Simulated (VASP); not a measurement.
These are PBE GGA, VASP's PBE PAW potentials (set 64) (plane waves; VASP 6.6.1) values and carry that method's errors.

VASP ran on this input.

INCAR:
```
! general
SYSTEM   =  Pt
PREC     =  Accurate
ENCUT    =  520
LREAL    =  .False.
LASPH    =  .True.

! electronic loop
EDIFF    =  1E-6
NELM     =  100
ALGO     =  Normal
LMAXMIX  =  6

! smearing
ISMEAR   =  1
SIGMA    =  0.1

! functional
GGA      =  PE

! ions
IBRION   =  2
NSW      =  60
ISIF     =  3
EDIFFG   =  -0.01

! output
LWAVE    =  .False.
LCHARG   =  .False.
```

KPOINTS:
```
K-points
0
G
14 14 14
0 0 0
```

File POSCAR:
```
Pt
1
    0.0000000000     1.9600000000     1.9600000000
    1.9600000000     0.0000000000     1.9600000000
    1.9600000000     1.9600000000     0.0000000000
Pt
1
Direct
  0.0000000000   0.0000000000   0.0000000000
```

POTCAR, in this order: Pt (PBE.64 set). Program: vasp_std.

Output of the run:

### OSZICAR
```
       N       E                     dE             d eps       ncg     rms          rms(c)
DAV:   1     0.370095803881E+02    0.37010E+02   -0.55199E+03  1984   0.103E+03
DAV:   2    -0.603188603607E+01   -0.43041E+02   -0.40740E+02  1964   0.187E+02
DAV:   3    -0.646349675918E+01   -0.43161E+00   -0.42088E+00  2209   0.188E+01
DAV:   4    -0.646494099869E+01   -0.14442E-02   -0.14440E-02  2147   0.116E+00
DAV:   5    -0.646494976941E+01   -0.87707E-05   -0.87701E-05  2116   0.820E-02    0.130E+01
DAV:   6    -0.613302276568E+01    0.33193E+00   -0.84807E-01  1913   0.845E+00    0.687E+00
DAV:   7    -0.609265698855E+01    0.40366E-01   -0.15895E-01  2015   0.355E+00    0.251E+00
DAV:   8    -0.608912381299E+01    0.35332E-02   -0.50761E-03  2015   0.708E-01    0.464E-01
DAV:   9    -0.608900230193E+01    0.12151E-03   -0.47066E-05  1988   0.741E-02    0.169E-02
DAV:  10    -0.608900730671E+01   -0.50048E-05   -0.20599E-06  2152   0.140E-02    0.173E-03
DAV:  11    -0.608900732596E+01   -0.19245E-07   -0.39693E-08  1014   0.203E-03
   1 F= -.60890073E+01 E0= -.60891183E+01  d E =-.608901E+01
       N       E                     dE             d eps       ncg     rms          rms(c)
DAV:   1    -0.755634082532E+01   -0.14673E+01   -0.35103E+01  1897   0.620E+01    0.821E+00
DAV:   2    -0.604997545775E+01    0.15064E+01   -0.55097E+00  1877   0.195E+01    0.466E+00
DAV:   3    -0.600360668785E+01    0.46369E-01   -0.23466E-01  1975   0.383E+00    0.303E+00
DAV:   4    -0.600746161473E+01   -0.38549E-02   -0.11374E-02  2030   0.596E-01    0.706E-01
DAV:   5    -0.600817964868E+01   -0.71803E-03   -0.70909E-04  2347   0.199E-01    0.681E-02
DAV:   6    -0.600823931978E+01   -0.59671E-04   -0.21306E-05  2122   0.393E-02    0.460E-03
DAV:   7    -0.600823921786E+01    0.10192E-06   -0.62533E-07  1403   0.589E-03
   2 F= -.60082392E+01 E0= -.60083492E+01  d E =0.807681E-01
       N       E                     dE             d eps       ncg     rms          rms(c)
DAV:   1    -0.689172732365E+01   -0.88349E+00   -0.17939E+01  1905   0.446E+01    0.652E+00
DAV:   2    -0.614428952211E+01    0.74744E+00   -0.21952E+00  1876   0.131E+01    0.153E+00
DAV:   3    -0.610167420174E+01    0.42615E-01   -0.22721E-01  1944   0.389E+00    0.857E-01
DAV:   4    -0.610359696946E+01   -0.19228E-02   -0.31547E-03  2143   0.500E-01    0.387E-01
DAV:   5    -0.610459438027E+01   -0.99741E-03   -0.14392E-03  2187   0.245E-01    0.155E-02
DAV:   6    -0.610462658024E+01   -0.32200E-04   -0.19980E-05  2366   0.385E-02    0.115E-02
DAV:   7    -0.610462683629E+01   -0.25606E-06   -0.75284E-07  1528   0.698E-03
   3 F= -.61046268E+01 E0= -.61047491E+01  d E =-.156195E-01
       N       E                     dE             d eps       ncg     rms          rms(c)
DAV:   1    -0.610475273077E+01   -0.12615E-03   -0.25153E-03  1907   0.533E-01    0.688E-02
DAV:   2    -0.610465105567E+01    0.10168E-03   -0.31141E-04  1885   0.155E-01    0.270E-02
DAV:   3    -0.610464570416E+01    0.53515E-05   -0.30164E-05  1914   0.450E-02    0.153E-02
DAV:   4    -0.610464664755E+01   -0.94339E-06   -0.10762E-06  1826   0.825E-03
   4 F= -.61046466E+01 E0= -.61047687E+01  d E =-.156393E-01
```

### OUTCAR
```
------------------------ aborting loop because EDIFF is reached ----------------------------------------
  FORCE on cell =-STRESS in cart. coord.  units (eV):
  Direction    XX          YY          ZZ          XY          YZ          ZX
  --------------------------------------------------------------------------------------
  Total       -0.0042277     -0.0042277     -0.0042277      0.0000000     -0.0000000     -0.0000000
  in kB       -0.4342241     -0.4342241     -0.4342241      0.0000000     -0.0000000     -0.0000000
  external PRESSURE =      -0.4342241 kB  Pullay stress =       0.0000000 kB
  volume of cell :       15.60
      direct lattice vectors                 reciprocal lattice vectors
     0.000000000  1.983156105  1.983156105    -0.252123370  0.252123370  0.252123370
     1.983156105  0.000000000  1.983156105     0.252123370 -0.252123370  0.252123370
     1.983156105  1.983156105  0.000000000     0.252123370  0.252123370 -0.252123370
 POSITION                                       TOTAL-FORCE (eV/Angst)
 -----------------------------------------------------------------------------------
      0.00000      0.00000      0.00000         0.000000      0.000000      0.000000
 -----------------------------------------------------------------------------------
    total drift:                               -0.000000      0.000000      0.000000
  FREE ENERGIE OF THE ION-ELECTRON SYSTEM (eV)
  ---------------------------------------------------
  free  energy   TOTEN  =        -6.1046466475 eV

  energy  without entropy=       -6.1050126639  energy(sigma->0) =       -6.10476865

 reached required accuracy - stopping structural energy minimisation
```
(Selected blocks of OUTCAR.)

CONTCAR:
```
Pt
   1.00000000000000
     0.0000000000000000    1.9831561053073661    1.9831561053073661
     1.9831561053073661    0.0000000000000000    1.9831561053073661
     1.9831561053073661    1.9831561053073661    0.0000000000000000
  Pt
     1
Direct
     0.0000000000000000    0.0000000000000000    0.0000000000000000
```

### OUTCAR
```
 val. band max:       10.5962203754   @ k =   0.5000   0.3571   0.0714

 cond. band min:      10.6170292426   @ k =   0.4286   0.1429   0.0000


 Fermi energy:        10.6036727362

 k-point     1 :       0.0000    0.0000    0.0000
  band No.  band energies     occupation
      1       0.7853      2.00000
      2       7.0383      2.00000
      3       7.0383      2.00000
      4       7.0383      2.00000
      5       9.0780      2.00000
      6       9.0780      2.00000
      7      25.3539      0.00000
      8      30.1328      0.00000
      9      30.1328      0.00000

 k-point     2 :       0.0714    0.0000    0.0000
  band No.  band energies     occupation
      1       0.9835      2.00000
      2       6.9534      2.00000
      3       7.1151      2.00000
      4       7.1151      2.00000
      5       9.0368      2.00000
      6       9.0368      2.00000
      7      25.6523      0.00000
      8      29.1061      0.00000
      9      30.4299      0.00000

 k-point     3 :       0.1429    0.0000    0.0000
  band No.  band energies     occupation
      1       1.5480      2.00000
      2       6.7599      2.00000
      3       7.2938      2.00000
      4       7.2938      2.00000
      5       8.9766      2.00000
      6       8.9766      2.00000
      7      26.3830      0.00000
      8      27.1671      0.00000
      9      31.2713      0.00000

 k-point     4 :       0.2143    0.0000    0.0000
  band No.  band energies     occupation
      1       2.3612      2.00000
      2       6.6418      2.00000
      3       7.4097      2.00000
      4       7.4097      2.00000
      5       9.0834      2.00000
      6       9.0834      2.00000
      7      24.9346      0.00000
      8      27.0093      0.00000
      9      32.4518      0.00000

 k-point     5 :       0.2857    0.0000    0.0000
  band No.  band energies     occupation
      1       3.1392      2.00000
      2       6.9327      2.00000
      3       7.3372      2.00000
...
```

Energy and stress use the plane-wave basis of the starting cell. Unless said otherwise, spin-orbit coupling is left out, though it shifts the bands of the heavy elements here.

The compound is Pt in the fcc structure. This run relaxes it. Symmetry was kept, so distortions that lower it aren't found.
